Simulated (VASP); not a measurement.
Mg2Si (space group Fm-3m): the measured cell of entry 1537740 of the Crystallography Open Database is

```
Mg2Si
1.0
    0.00000     3.17500     3.17500
    3.17500     0.00000     3.17500
    3.17500     3.17500     0.00000
Si Mg
1 2
Direct
  0.00000   0.00000   0.00000
  0.25000   0.25000   0.25000
  0.75000   0.75000   0.75000
```

Method: PBEsol GGA, VASP's PBE PAW potentials (set 64) (plane waves; VASP 6.6.1). Settings: 400 eV cut-off, 7×7×7 Γ-centred mesh, tetrahedra with Blöchl corrections, potentials Si Mg.

The calculation is for a static lattice at zero pressure; the measurement, whose temperature isn't given here, holds thermal and zero-point expansion. The entry's conditions were not checked, so it may have been measured under pressure.

### Question
How far does the relaxed conventional cell lie from the measured one?

### Answer

|  | measured | computed | difference |
|---|---|---|---|
| a (Å) | 6.350 | 6.323 | -0.4 % |
| V (Å³/atom) | 21.34 | 21.07 | -1.3 % |

The structure comes from a measured Mg2Si entry (Fm-3m) of the Crystallography Open Database, whose conditions weren't checked. It was relaxed first. Symmetry was kept, so distortions that lower it aren't found.
